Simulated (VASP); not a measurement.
Crystal: MoBr6.

```xyz
7
Lattice="5.5664 0.0000 0.0000 -2.7832 4.8206 0.0000 0.0000 0.0000 8.5350" Properties=species:S:1:pos:R:3 pbc="T T T"
Mo    0.0000    0.0000    4.2675
Br    2.7832    0.0000    7.0798
Br   -1.3916    2.4103    7.0798
Br    1.3916    2.4103    7.0798
Br   -1.3916    2.4103    1.4551
Br    2.7832    0.0000    1.4551
Br    1.3916    2.4103    1.4551
```

The cell was built by a generator and needn't be a form met in nature.

```yaml
Program: VASP 6.6.1
Task: relaxation of cell and atoms
Functional: PBE
Potentials_or_basis: VASP PAW PBE potentials, release 64 (Mo_sv, Br)
Cutoff: 520 eV
k_mesh: 3 × 3 × 2
Occupations: gaussian, width 0.15 eV
Spin: no spin polarisation
```

At the start: pressure 5.6 GPa; volume 32.72 Å³/atom.

Task: How do energy, volume and symmetry change on relaxing?

Result: Over 20 steps the energy falls by 652.3 meV/atom and the volume is 31.59 Å³/atom (-3.4 %); space group P6/mmm (No. 191, to 0.05 Å).

The path:
| step | energy change (eV) | largest force (eV/Å) | pressure (GPa) | volume (Å³) |
| --- | --- | --- | --- | --- |
| 1 | 0.0000 | 1.7537 | 5.62 | 229.02 |
| 2 | -1.2155 | 0.9694 | -0.65 | 269.14 |
| 3 | -1.2539 | 0.8502 | -1.48 | 279.25 |
| 4 | -1.5984 | 0.7610 | -1.36 | 271.53 |
| 5 | -2.3906 | 0.6248 | -0.26 | 249.21 |
| 6 | -2.8082 | 0.5794 | 6.34 | 208.29 |
| 7 | -2.8769 | 0.6067 | 3.91 | 218.25 |
| 8 | -2.9891 | 0.6034 | 3.84 | 217.47 |
| 9 | -3.3151 | 0.5583 | 3.74 | 215.09 |
| 10 | -3.8778 | 0.4384 | 3.72 | 210.30 |
| 11 | -4.0828 | 0.5759 | 5.66 | 200.51 |
| 12 | -4.2036 | 0.1637 | 4.14 | 205.61 |
| 13 | -4.2404 | 0.1062 | 4.69 | 203.22 |
| 14 | -4.2435 | 0.0271 | 4.52 | 203.80 |
| 15 | -4.4040 | 0.0325 | 2.93 | 209.31 |
| 16 | -4.5446 | 0.1659 | -0.31 | 225.10 |
| 17 | -4.5483 | 0.1526 | -0.03 | 223.14 |
| 18 | -4.5484 | 0.1519 | 0.09 | 222.51 |
| 19 | -4.5547 | 0.1258 | 0.10 | 222.17 |
| 20 | -4.5664 | 0.0556 | 0.09 | 221.14 |

Final structure:
```
Mo Br
1.0
     5.77278    0.00000    0.00000
    -2.88639    4.99937    0.00000
     0.00000    0.00000    7.66235
Mo Br
1 6
Direct
  0.00000 0.00000 0.50000
  0.50000 0.00000 0.72388
  0.00000 0.50000 0.72388
  0.50000 0.50000 0.72388
  0.00000 0.50000 0.27612
  0.50000 0.00000 0.27612
  0.50000 0.50000 0.27612
```

Caveat: the k mesh is coarse (spacing up to 0.43 Å⁻¹), so the values aren't converged; this functional lacks dispersion, which binds the layers, so the pressure and a relaxed spacing across them are unreliable; the relaxation stopped at a loose force limit of 0.08 eV/Å, so its end isn't a converged minimum.
